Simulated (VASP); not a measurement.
An input for Quantum ESPRESSO's pw.x (written as the equivalent of a VASP run, and not itself run):

```
&CONTROL
  calculation = 'scf'
  pseudo_dir = './pseudo'
  outdir = './out'
  tprnfor = .true.
  tstress = .true.
/
&SYSTEM
  ibrav = 0
  nat = 3
  ntyp = 2
  ecutwfc = 84
  occupations = 'smearing'
  smearing = 'methfessel-paxton'
  degauss = 0.00735
  input_dft = 'pw91'
/
&ELECTRONS
  conv_thr = 7.3e-09
  electron_maxstep = 100
/
ATOMIC_SPECIES
  Al 26.982 Al.upf
  Pt 195.084 Pt.upf
CELL_PARAMETERS angstrom
     0.0000000    2.9142665    2.9142665
     2.9142665    0.0000000    2.9142665
     2.9142665    2.9142665    0.0000000
ATOMIC_POSITIONS crystal
  Al   0.2500000  0.2500000  0.2500000
  Al   0.7500000  0.7500000  0.7500000
  Pt   0.0000000  0.0000000  0.0000000
K_POINTS automatic
  9 9 9 0 0 0
```

Problem. Write the VASP files for the same calculation (PW91).

Solution. One answer among several that fit: 
### INCAR
```
SYSTEM = PtAl2
PREC = Accurate
ENCUT = 520
EDIFF = 1E-7
NELM = 100
ALGO = Normal
LREAL = .FALSE.
LASPH = .TRUE.
ISMEAR = 1
SIGMA = 0.1
GGA = 91
LMAXMIX = 6
LWAVE = .FALSE.
LCHARG = .FALSE.
ISIF = 2
```

File KPOINTS:
```
Automatic mesh
0
Gamma
9 9 9
0 0 0
```

### POSCAR
```
PtAl2
1
    0.0000000000     2.9142665391     2.9142665391
    2.9142665391     0.0000000000     2.9142665391
    2.9142665391     2.9142665391     0.0000000000
Al Pt
2 1
Direct
  0.2500000000   0.2500000000   0.2500000000
  0.7500000000   0.7500000000   0.7500000000
  0.0000000000   0.0000000000   0.0000000000
```

POTCAR, in this order: Al Pt (PBE.64 set). Program: vasp_std.

What does not carry over: the potentials are each code's own (VASP's PAW set, PseudoDojo norm-conserving files in pw.x), so ENCUT and ecutwfc are chosen apart and not converted; conv_thr bounds pw.x's estimated SCF error, while EDIFF bounds the energy change between steps.

The compound is PtAl2 in the fluorite structure. This cell is one point of a volume scan, at 0.94 of the reference volume.
